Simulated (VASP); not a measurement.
Consider the following.

```
CELL_PARAMETERS angstrom
     -2.91500     2.91500     1.59000
      2.91500    -2.91500     1.59000
      2.91500     2.91500    -1.59000
ATOMIC_POSITIONS crystal
  Sn 0.25000 0.75000 0.50000
  Sn 0.00000 0.00000 0.00000
```

Level of theory: r2SCAN meta-GGA, VASP's PBE PAW potentials (set 64) (plane waves; VASP). Numerical set-up: 400 eV cut-off, 12×12×12 Γ-centred mesh, first-order Methfessel-Paxton smearing of 0.10 eV, potentials Sn_d.

Question: The ions, cell shape and volume are relaxed. What does this cell relax into?

Answer: 
```
CELL_PARAMETERS angstrom
     -2.93574     2.93574     1.59656
      2.93574    -2.93574     1.59656
      2.93574     2.93574    -1.59656
ATOMIC_POSITIONS crystal
  Sn 0.25000 0.75000 0.50000
  Sn 0.00000 0.00000 0.00000
```
Space group I4_1/amd (141), at a tolerance of 0.03 Å.

Question: How do energy and volume change from the first to the last step?

Answer: The energy (σ→0) changes by -1.8 meV/atom and the volume by +1.8 %, in 5 ionic steps.

| step | E(σ→0) (eV) | max force (eV/Å) | pressure (GPa) | volume (Å³) |
|---|---|---|---|---|
| 1 | -49.2406 | 0.000 | 1.11 | 54.04 |
| 2 | -49.2435 | 0.000 | -0.46 | 55.51 |
| 3 | -49.2442 | 0.000 | -0.01 | 55.07 |
| 4 | -49.2442 | 0.000 | 0.01 | 55.05 |
| 5 | -49.2442 | 0.000 | 0.02 | 55.04 |

The compound is Sn in the beta structure. This run relaxes it. Symmetry was kept, so distortions that lower it aren't found.
